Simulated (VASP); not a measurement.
Input:

```
BaMg2As2
1.0
    4.47710     0.00000     0.00000
   -2.23855     3.87729     0.00000
    0.00000     0.00000     7.67364
Ba Mg As
1 2 2
Direct
  0.00000   0.00000   0.00000
  0.66667   0.33333   0.37645
  0.33333   0.66667   0.62355
  0.66667   0.33333   0.72890
  0.33333   0.66667   0.27110
```

Calculation: PBEsol GGA, VASP's PBE PAW potentials (set 64) (plane waves; VASP 6.6.1). Numerical set-up: 400 eV cut-off, 5×5×3 Γ-centred mesh, Gaussian smearing of 0.050 eV, potentials Ba_sv Mg As.

Q: Predict the energy per atom (σ→0).

A: 
```json
{
 "energy per atom (σ→0)": "-4.099 eV/atom"
}
```

The structure comes from a computed database's BaMg2As2 entry (P-3m1); how it stands against other phases isn't given here. It was relaxed first. The start is the result of an earlier pass.
